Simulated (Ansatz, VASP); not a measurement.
**NaLiZnO2: VASP beside Ansatz**

Wanted: the spread between two codes on one cell, functional and k mesh. The cell is invented: As first built, before any earlier steps moved the atoms (in the runner's words): O for S in the NaLiZnS2 structure of space group P3m1. It may not be a known or stable phase. The two relaxations start from unlike cells of this crystal (the structure described is Ansatz's start), so only their ends are compared.

Main program and level: Ansatz 0.2.0; plane waves, with VASP 6.6.1 beside it; relaxation of cell and atoms at PBE.

## (1) The starting structure

The structure is trigonal, space group P3m1 (No. 156). The conventional cell has a = 3.727 Å, b = 3.727 Å, c = 6.387 Å, α = 90.00°, β = 90.00°, γ = 120.00°. Nearest to Na lie 6 O at 2.66 to 2.85 Å. Nearest to Li lie 4 O at 2.22 to 2.41 Å. Zn has 4 O at 2.17 to 2.29 Å nearest. Nearest to O lie 3 Zn at 2.29 Å and 1 Li at 2.41 Å and 3 Na at 2.85 Å. Nearest to O lie 1 Zn at 2.17 Å and 3 Li at 2.22 Å and 3 Na at 2.66 Å. It derives from NaLiZnS2. As first built, before any earlier steps moved the atoms (in the runner's words): O for S in the NaLiZnS2 structure of space group P3m1. Farther neighbours and most contacts between anions are not listed.

As a file:

```cif
data_structure
_symmetry_space_group_name_H-M 'P3m1'
_symmetry_Int_Tables_number 156
_cell_length_a 3.7273
_cell_length_b 3.7273
_cell_length_c 6.3873
_cell_angle_alpha 90.000
_cell_angle_beta 90.000
_cell_angle_gamma 120.000
_cell_volume 76.85
loop_
_atom_site_label
_atom_site_type_symbol
_atom_site_symmetry_multiplicity
_atom_site_Wyckoff_symbol
_atom_site_fract_x
_atom_site_fract_y
_atom_site_fract_z
_atom_site_occupancy
Na1 Na 1 a 0.00000 0.00000 0.02616 1
Li1 Li 1 b 0.33333 0.66667 0.35665 1
Zn1 Zn 1 c 0.66667 0.33333 0.61163 1
O1 O 1 b 0.33333 0.66667 0.73381 1
O2 O 1 c 0.66667 0.33333 0.27174 1
```

## (2) Ansatz: relaxation of cell and atoms, PBE

Ansatz runs on its default PAW (the set named soft_2) files.

The relaxed volume is the usual yardstick between codes: in a stiff, nearly cubic crystal its relative difference is about their pressure difference at one cell divided by the bulk modulus.

input.yaml

```yaml
crystal:
  lattice:
    - [3.72732513, 0.0, 0.0]
    - [-1.863662565, 3.2279582507, 0.0]
    - [0.0, 0.0, 6.3873299827]
  atoms:
    - { symbol: Na, position: [0.0, 0.0, 0.026164] }
    - { symbol: Li, position: [0.3333333333, 0.6666666667, 0.356647] }
    - { symbol: Zn, position: [0.6666666667, 0.3333333333, 0.611634] }
    - { symbol: O, position: [0.3333333333, 0.6666666667, 0.733812] }
    - { symbol: O, position: [0.6666666667, 0.3333333333, 0.271743] }
kpoints:
  mp_grid: { grid: [6, 6, 4] }
scf:
  occupations: { method: gaussian, width: 0.03 }
hamiltonian:
  xc: pbe
output:
  forces: true
  stress: true
relax:
  f_tol: 0.02
  max_steps: 60
  cell: {}
```

Command:

```sh
> ansatz run input.yaml --threads 2 --pin off --max-ram 4096MiB --backend cpu --events-out ev --progress --plain --runs-dir out
```

Numbers of over 12 decimals in the logs are rounded to 6 here.

The log of the run:

```text
Engine: ansatz 0.2.0, x86_64-unknown-linux-gnu
Pseudopotentials: kind: paw
Pseudopotential: Na, paw, valence charge 9, recommended cutoff 420 eV (normal), Na.paw.azcp
Pseudopotential: Li, paw, valence charge 3, recommended cutoff 420 eV (normal), Li.paw.azcp
Pseudopotential: Zn, paw, valence charge 12, recommended cutoff 420 eV (normal), Zn.paw.azcp
Pseudopotential: O, paw, valence charge 6, recommended cutoff 420 eV (normal), O.paw.azcp
Functional definition: PBE
  parameter kappa = 0.804
  parameter beta = 0.066725
  exchange = pbe_x(kappa = kappa, mu = beta*pi^2/3)
  correlation = pbe_c(beta = beta)
Crystal: 5 atoms, lattice volume = 76.850 Å³
Basis set: ecut = 420 eV, 1521 PW (Γ), exchange–correlation on 50×50×90 points (8 copies of the dense FFT grid, shifted against one another)
Bands: 23, of which v1, the nominal top of the filled ones, is band 18 counted from 1 (17 counted from 0)
Symmetry: 6 space group operations
Space group: P3m1 (ITA 156), of the structure as read, at distance tolerance 4.3e-5 Å
k-points: 24 of 144 (time reversal used)
Non-local potential: Na, projectors of the file, l = 0: 3, l = 1: 2, l = 2: 1
Non-local potential: Li, projectors of the file, l = 0: 3, l = 1: 2, l = 2: 1
Non-local potential: Zn, projectors of the file, l = 0: 2, l = 1: 2, l = 2: 3, l = 3: 1
Non-local potential: O, projectors of the file, l = 0: 2, l = 1: 2, l = 2: 1
PAW form: soft (Blöchl's): semilocal exchange-correlation on the pseudo side does not see the compensation charge
PAW one-centre angular grid: Na, 110 points (default); XC on 64 Gauss nodes
PAW one-centre angular grid: Li, 110 points (default); XC on 64 Gauss nodes
PAW one-centre angular grid: Zn, 590 points (default); XC on 64 Gauss nodes
PAW one-centre angular grid: O, 110 points (default); XC on 64 Gauss nodes
Initial density: superposition of atomic densities (neutral atoms: chi_scale 0, normalization atom), corrected by the library's trained network
Initial wavefunctions: pseudopotential atomic-orbital guess
Functional: x = pbe(κ = 0.804, μ = 0.219515), c = pbe(β = 0.066725)
SCF iter   1: F=—  HF=-6146.462505 eV  |F-HF|=—  |Δ(HF+E_count)|=         —  Δρ=3.96e-3  dr2=2.01e-2  ethr=1.77e-3  ⟨swp⟩=6.1  Hψ=2602  notcnv=0
preconditioner: auto → Resta (q_TF=auto, 2.404 Å⁻¹)  ε∞=3.7  [insulator: Δε(μ)=0.656 eV  Ē_g=14.611 eV  σ=0.030 eV  W_gap=1.00  n_scr=22 (ndim 8)  ℏωp=24.0 eV  f_vac=0.088  D(μ)=0.00/eV (n_scr^D=0)  ε∞_Penn≈3.7]
SCF iter   2: F=—  HF=-6146.459741 eV  |F-HF|=—  |Δ(HF+E_count)|=   2.76e-3  Δρ=3.45e-3  dr2=7.73e-3  ethr=5.58e-5  ⟨swp⟩=2.0  Hψ=1082  notcnv=0  defer=24
SCF iter   3: F=—  HF=-6146.458531 eV  |F-HF|=—  |Δ(HF+E_count)|=   1.21e-3  Δρ=8.81e-4  dr2=1.79e-3  ethr=2.15e-5  ⟨swp⟩=2.0  Hψ=738  notcnv=0  defer=24
SCF iter   4: F=—  HF=-6146.458183 eV  |F-HF|=—  |Δ(HF+E_count)|=   3.48e-4  Δρ=7.54e-4  dr2=4.64e-4  ethr=4.97e-6  ⟨swp⟩=2.4  Hψ=829  notcnv=0  defer=24
SCF iter   5: F=—  HF=-6146.458091 eV  |F-HF|=—  |Δ(HF+E_count)|=   9.19e-5  Δρ=1.85e-4  dr2=3.08e-5  ethr=1.29e-6  ⟨swp⟩=2.0  Hψ=816  notcnv=0  defer=24
SCF iter   6: F=—  HF=-6146.458055 eV  |F-HF|=—  |Δ(HF+E_count)|=   3.65e-5  Δρ=9.45e-5  dr2=5.91e-6  ethr=8.55e-8  ⟨swp⟩=2.0  Hψ=903  notcnv=0  defer=24
SCF iter   7: F=—  HF=-6146.458054 eV  |F-HF|=—  |Δ(HF+E_count)|=   1.02e-6  Δρ=3.17e-5  dr2=6.63e-7  ethr=1.64e-8  ⟨swp⟩=2.0  Hψ=834  notcnv=0  defer=24
SCF iter   8: F=—  HF=-6146.458054 eV  |F-HF|=—  |Δ(HF+E_count)|=   4.89e-7  Δρ=1.41e-5  dr2=1.53e-7  ethr=1.84e-9  ⟨swp⟩=2.0  Hψ=949  notcnv=0  defer=24
SCF iter   9: F=-6146.458054 eV  HF=-6146.458054 eV  |F-HF|=1.24e-8  |Δ(HF+E_count)|=   1.52e-7  Δρ=4.27e-6  dr2=1.23e-8  ethr=2.78e-10  ⟨swp⟩=4.0  Hψ=1743  notcnv=0
SCF 1 converged in 9 iterations: F = -6146.458054 eV  dr2 = 1.23e-8
  greatest PAW one-centre occupation: 1.000 electrons in one spin orbital (limit 2), on the Li atom at site 1 (counted from 0), in its partial waves of l = 0
relax step   1: F+E_penalty+E_count = -6146.45805425 eV  Δ(F+E_penalty+E_count) = +0.000e0 eV  max|allowed force component| = 1.559e0 eV/Å  Δτ_max = 0.0000 Å  P = -14.238 GPa  Ω = 76.850 Å³  (9 SCF iters, dr2 threshold 1.00e-7 eV, accepted)
[...]
relax step   9: F+E_penalty+E_count = -6147.77537222 eV  Δ(F+E_penalty+E_count) = -1.549e-3 eV  max|allowed force component| = 9.114e-3 eV/Å  Δτ_max = 0.0110 Å  P = +0.013 GPa  Ω = 56.067 Å³  energy of the carried Pulay correction = +1.082e-3 eV  (5 SCF iters, dr2 threshold 3.88e-7 eV, accepted)
[...]
relax step  10: F+E_penalty+E_count = -6147.77419777 eV  Δ(F+E_penalty+E_count) = +1.174e-3 eV  max|allowed force component| = 9.072e-3 eV/Å  Δτ_max = 0.0000 Å  P = -0.011 GPa  Ω = 56.067 Å³  stress off target by 5.63e-2 GPa  SCF on the basis re-selected at this cell (its energy is not comparable with the rows above)  (8 SCF iters)
[...]
relax step  11: F+E_penalty+E_count = -6147.77421218 eV  Δ(F+E_penalty+E_count) = -1.441e-5 eV  max|allowed force component| = 2.943e-3 eV/Å  Δτ_max = 0.0017 Å  P = +0.009 GPa  Ω = 56.068 Å³  energy of the carried Pulay correction = -4.933e-6 eV  (6 SCF iters, dr2 threshold 7.93e-9 eV, accepted)
[...]
relax step  12: F+E_penalty+E_count = -6147.77418360 eV  Δ(F+E_penalty+E_count) = +2.857e-5 eV  max|allowed force component| = 2.947e-3 eV/Å  Δτ_max = 0.0000 Å  P = +0.009 GPa  Ω = 56.068 Å³  stress off target by 2.43e-2 GPa  SCF on the basis re-selected at this cell (its energy is not comparable with the rows above)  (5 SCF iters)
basis re-selected at this cell: Δ(F+E_penalty+E_count) = +2.857e-5 eV, ΔP = -0.000 GPa vs the last step (what re-selecting the basis moved, of the pressure what is left beyond the Pulay correction that the steps carried, after the strain that the cell walked since its last selection, with what the two solves' SCF thresholds leave and, on support functions, any second-order correction that the steps lacked; it is no m [...]
SCF converged after 5 iterations
Free energy (F): -6147.774184 eV
Harris-Foulkes:  -6147.774184 eV  (|F-HF|=5.46e-12)
Internal energy: -6147.774184 eV  (E = F + TS)
E sigma→0 (E₀):  -6147.774184 eV
Fermi energy:    5.908251 eV
--- Per-component energies (eV) ---
  E_band       = -265.138710
  E_kinetic    = 625.189202
  E_local      = -3704.123079  (includes V_loc(G=0)·N_el)
  E_nonlocal   = 796.551749
  E_hartree    = 1424.334714
  E_xc         = -335.734210
  E_vxc        = -305.909814  (∫ρ·V_xc dr)
  E_paw        = -2431.009663  (= ΣΔE_a)
  E_vpaw       = -525.520445  (= ΣTr[D̂ρ^β])
  E_aug_tail   = 0.004329  (compensation charges beyond the density's cutoff)
  E_ewald      = -2522.987226
  E_smearing   = -0.000000  (= −TS)
  E_closure    = -0.000000  (closes the sum)
  Σ components = -6147.774184   (vs F -6147.774184, Δ=0.00e0)
--- Forces (eV/Å), atoms counted from 1 ---
  atom   1  Na     0.00000000     0.00000000     0.00078479
  atom   2  Li    -0.00000000    -0.00000000    -0.00007858
  atom   3  Zn     0.00000000     0.00000000     0.00118898
  atom   4  O     -0.00000000     0.00000000     0.00105971
  atom   5  O      0.00000000    -0.00000000    -0.00294502
  max |Σ_I F_I| component: 9.88e-6 eV/Å
--- Stress (GPa, compression-positive) ---
        0.001759       0.000000      -0.000000
        0.000000       0.001759      -0.000000
       -0.000000      -0.000000       0.024298
  P = ⅓ Tr σ = 0.0093 GPa (0.093 kbar)
--- Relaxed structure (9 steps of the walk, 9 accepted, 3 SCFs on fresh bases) ---
  F+E_penalty+E_count = -6147.77418360 eV   max|allowed force component| = 2.947e-3 eV/Å   (the final SCF, on the basis selected at the relaxed cell)
  cell:  # Å, volume = 56.0685 Å³
    - [3.314537, 0, 0.0]
    - [-1.657269, 2.870473, 0]
    - [0.0, 0, 5.893081]
  atoms:
    - { symbol: Na, position: [0, 0, 0.022008] }
    - { symbol: Li, position: [0.333333, 0.666667, 0.332822] }
    - { symbol: Zn, position: [0.666667, 0.333333, 0.620487] }
    - { symbol: O, position: [0.333333, 0.666667, 0.739989] }
    - { symbol: O, position: [0.666667, 0.333333, 0.284694] }
```

## (3) VASP: relaxation of cell and atoms, PBE

Its own start cell and the same functional, mesh and smearing now go to VASP, with its own data sets.

Lines of VASP's logs that name or quote its potential files are left out, and so is its time.

INCAR

```
SYSTEM = NaLiZnO2
PREC = Accurate
ENCUT = 750
EDIFF = 1E-07
NELM = 120
ISMEAR = 0
SIGMA = 0.03
LREAL = .FALSE.
ALGO = Normal
GGA = PE
NBANDS = 23
LORBIT = 11
LWAVE = .FALSE.
LCHARG = .FALSE.
ISIF = 3
IBRION = 2
NSW = 80
EDIFFG = -0.005
LASPH = .TRUE.
GGA_COMPAT = .FALSE.
NELMIN = 4
EFERMI = MIDGAP
KPAR = 2
```

POSCAR

```
NaLiZnO2
1.0
    3.3194153201      0.0000000600      0.0000000000
   -1.6597080534      2.8746978686      0.0000000000
    0.0000000000      0.0000000000      5.8981265516
Na Li Zn O
1 1 1 2
Direct
    0.0000000000      0.0000000000      0.0218852273
    0.3333334228      0.6666666667      0.3325935766
    0.6666668455      0.3333333333      0.6206641483
    0.3333334228      0.6666666667      0.7407031445
    0.6666668455      0.3333333333      0.2841537468
```

KPOINTS

```
Automatic mesh
0
Gamma
6 6 4
0 0 0
```

PAW data sets: Na_pv, Li_sv, Zn and O (PBE family, release 64).

Command:

```sh
> mpirun -np 2 vasp_std
```

The log of the run:

```text
[banner, memory and clock lines left out]
running    2 mpi-ranks, on    1 nodes
 distrk:  each k-point on    1 cores,    2 groups
 distr:  one band on    1 cores,    1 groups

 POSCAR found type information on POSCAR NaLiZnO
 POSCAR found :  4 types and       5 ions
 LDA part: xc-table for (Slater+PW92), standard interpolation
 POSCAR, INCAR and KPOINTS ok, starting setup
 FFT: planning ... GRIDC
 FFT: planning ... GRID_SOFT
 FFT: planning ... GRID
 WAVECAR not read
 entering main loop
       N       E                     dE             d eps       ncg     rms          rms(c)
DAV:   1     0.363768087302E+03    0.36377E+03   -0.20590E+04  1104   0.251E+03
DAV:   2     0.151743672587E+02   -0.34859E+03   -0.32761E+03  1195   0.548E+02
DAV:   3    -0.233648069567E+02   -0.38539E+02   -0.38068E+02  1349   0.167E+02
DAV:   4    -0.263500726427E+02   -0.29853E+01   -0.29718E+01  1868   0.323E+01
DAV:   5    -0.264091042602E+02   -0.59032E-01   -0.59002E-01  1359   0.436E+00    0.123E+01
DAV:   6    -0.221357848349E+02    0.42733E+01   -0.12260E+01  1814   0.787E+01    0.697E+00
DAV:   7    -0.221571989572E+02   -0.21414E-01   -0.26486E+00  1300   0.152E+01    0.424E+00
DAV:   8    -0.220740510284E+02    0.83148E-01   -0.61001E-01  1405   0.697E+00    0.143E+00
DAV:   9    -0.220305718228E+02    0.43479E-01   -0.98908E-02  1741   0.489E+00    0.465E-01
DAV:  10    -0.220298949124E+02    0.67691E-03   -0.30848E-02  1246   0.126E+00    0.131E-01
DAV:  11    -0.220300339230E+02   -0.13901E-03   -0.12035E-03  1406   0.374E-01    0.429E-02
DAV:  12    -0.220300891166E+02   -0.55194E-04   -0.19614E-04  1446   0.144E-01    0.155E-02
DAV:  13    -0.220300944161E+02   -0.52995E-05   -0.45448E-05  1509   0.104E-01    0.100E-02
DAV:  14    -0.220300937728E+02    0.64332E-06   -0.55616E-06  1606   0.529E-02    0.379E-03
DAV:  15    -0.220300936984E+02    0.74393E-07   -0.17231E-06  1577   0.142E-02    0.177E-03
DAV:  16    -0.220300938617E+02   -0.16333E-06   -0.23397E-07  1139   0.609E-03    0.775E-04
DAV:  17    -0.220300937922E+02    0.69553E-07   -0.41463E-08   734   0.288E-03
   1 F= -.22030094E+02 E0= -.22030094E+02  d E =-.220301E+02
[...]
2 F= -.22030160E+02 E0= -.22030160E+02  d E =-.660441E-04
[...]
3 F= -.22030160E+02 E0= -.22030160E+02  d E =-.662990E-04
[...]
4 F= -.22030167E+02 E0= -.22030167E+02  d E =-.701750E-05
 trial-energy change:   -0.000007  1 .order   -0.000007   -0.000010   -0.000004
 step:   1.8310(harm=  1.8310)  dis= 0.00071  next Energy=   -22.030169 (dE=-0.907E-05)
 bond charge predicted
       N       E                     dE             d eps       ncg     rms          rms(c)
DAV:   1    -0.220301715084E+02   -0.44123E-05   -0.13628E-03  1104   0.286E-01    0.184E-02
DAV:   2    -0.220301704528E+02    0.10556E-05   -0.37609E-05  1321   0.657E-02    0.896E-03
DAV:   3    -0.220301691670E+02    0.12859E-05   -0.13626E-06  1617   0.165E-02    0.418E-03
DAV:   4    -0.220301688417E+02    0.32525E-06   -0.58668E-07  1286   0.852E-03    0.624E-04
DAV:   5    -0.220301688515E+02   -0.97571E-08   -0.93160E-08   595   0.291E-03
   5 F= -.22030169E+02 E0= -.22030169E+02  d E =-.876027E-05
 curvature:  -0.94 expect dE=-0.389E-05 dE for cont linesearch -0.378E-09
 trial: gam= 0.44117 g(F)=  0.364E-05 g(S)=  0.511E-06 ort = 0.640E-07 (trialstep = 0.117E+01)
 search vector abs. value=  0.618E-05
 reached required accuracy - stopping structural energy minimisation
```

(Continued in part 2 of 2.)

[Lines on the potential files, build, host, timing and source positions are cut from VASP's logs without a mark.]

[Logs are printed without paths, hosts, clocks, repeated set-up lines and the standing remarks that a program may print on its own settings, such as how far it seeks lower states.]

[Hosts, paths, dates, database ids (printed as entryN), source tags and the programs' standing remarks are cut or masked in the printed files.]
